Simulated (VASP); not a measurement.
VASP ran on this input.

**POSCAR**
```
ZrO2
1
    0.0000000000     2.5450000000     2.5450000000
    2.5450000000     0.0000000000     2.5450000000
    2.5450000000     2.5450000000     0.0000000000
Zr O
1 2
Direct
  0.0000000000   0.0000000000   0.0000000000
  0.2500000000   0.2500000000   0.2500000000
  0.7500000000   0.7500000000   0.7500000000
```

INCAR:
```
ALGO=Normal
EDIFF=1E-7
ENCUT=520
GGA=PE
ISIF=2
ISMEAR=-5
IVDW=13
LASPH=.TRUE.
LCHARG=.TRUE.
LEFG=.TRUE.
LMAXMIX=4
LORBIT=11
LREAL=.FALSE.
LWAVE=.FALSE.
NEDOS=601
NELM=100
PREC=Accurate
SYSTEM=ZrO2
```

KPOINTS:
```
Automatic mesh
0
Gamma
8 8 8
0 0 0
```

POTCAR, in this order: Zr_sv O (PBE.64 set). Program: vasp_std.

Translate this PBE-D4 calculation to Ansatz.

One equivalent input (not run):
Ansatz 0.2 input:
```yaml
crystal:
  lattice:
    - [0.0000000, 2.5450000, 2.5450000]
    - [2.5450000, 0.0000000, 2.5450000]
    - [2.5450000, 2.5450000, 0.0000000]
  atoms:
    - { symbol: Zr, position: [0.0000000, 0.0000000, 0.0000000] }
    - { symbol: O, position: [0.2500000, 0.2500000, 0.2500000] }
    - { symbol: O, position: [0.7500000, 0.7500000, 0.7500000] }
kpoints:
  mp_grid: { grid: [8, 8, 8] }
hamiltonian:
  xc: pbe
  dispersion: d4
  pseudopotentials: { kind: paw }
scf:
  occupations: { method: tetrahedron }
  max_iter: 100
output: { forces: true, stress: true, eigenvalues: true }
```
The two are equivalent in intent, not identical: each code has its own PAW files, so the cut-off isn't converted (ENCUT is set for VASP's; basis.ecutwfc is left out, and Ansatz then takes the one that its files recommend); Ansatz stops its SCF on the density residual and VASP on the energy change (EDIFF); the field gradients of LEFG aren't asked of the other code.

The compound is ZrO2 in the fluorite structure, the high-temperature cubic form, which is unstable at 0 K; the monoclinic form is the stable one. The cell was not relaxed at this level.
